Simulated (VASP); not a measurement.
**Bulk modulus of insulating or semiconducting compounds of the cubic perovskite structure type: r2SCAN against PBE**

VASP (plane waves, PAW); cells keep the symmetry of their structure type. Static lattice, from a third-order Birch-Murnaghan fit over five volumes at each level.

Here x stands for PBE B0 and y for r2SCAN B0.

| solid | PBE B0 (GPa) | r2SCAN B0 (GPa) | cut-off (eV) |
|---|---|---|---|
| CsSnI3 | 15.4 | 17.4 | 520 |
| CsPbCl3 | 21.9 | 24.9 | 520 |
| BaZrO3 | 149.1 | 162.6 | 520 |
| BaHfO3 | 158.4 | 174.4 | 520 |
| BaTiO3 | 160.9 | 178.6 | 520 |
| SrTiO3 | 168.9 | 187.6 | 520 |
| KTaO3 | 188.0 | ? | 520 |

**Question.** Using a straight line, estimate the missing y at x = 188.0 from the other rows, showing the fit.

**Answer.** With u = x - 112, the rows have u = -96.60, -90.10, 37.10, 46.40, 48.90, 56.90. Means: u 0.43333, y 124.25. About the means, the sum of products is 29285 and the sum of squares of u is 26607; the slope is their ratio. Least squares gives y = 123.77 + 1.10067·u. Residuals (row less fit): -0.05, 0.30, -2.00, -0.44, 1.01, 1.20; standard error 1.30 (degrees of freedom: 4). The slope is 1.10 with a standard error of 0.0080. At the withheld row, u = 76.00, so y = 123.77 + 1.10067 × 76.00 = 207.42 GPa. The calculation gives 209.1 GPa, 1.68 GPa above the prediction (0.9 % of the range of y in the table). The row lies outside the fitted rows, so this is an extrapolation. From the scatter of the fitted rows alone, a prediction at this place has a standard error of 1.53 GPa, so the miss is 1.1 times that.

CsSnI3 is here the ideal cubic form; the compound distorts at low or room temperature. CsPbCl3 is here the ideal cubic form; the compound distorts at low or room temperature. BaTiO3 is here the ideal cubic form; the compound distorts at low or room temperature. SrTiO3 is here the ideal cubic form; the compound distorts at low or room temperature. The rows are a random draw from the solids of this series computed here; series whose standard error about the line passes 12 to 30 % of the range of y, or with no trend, aren't shown in this form.
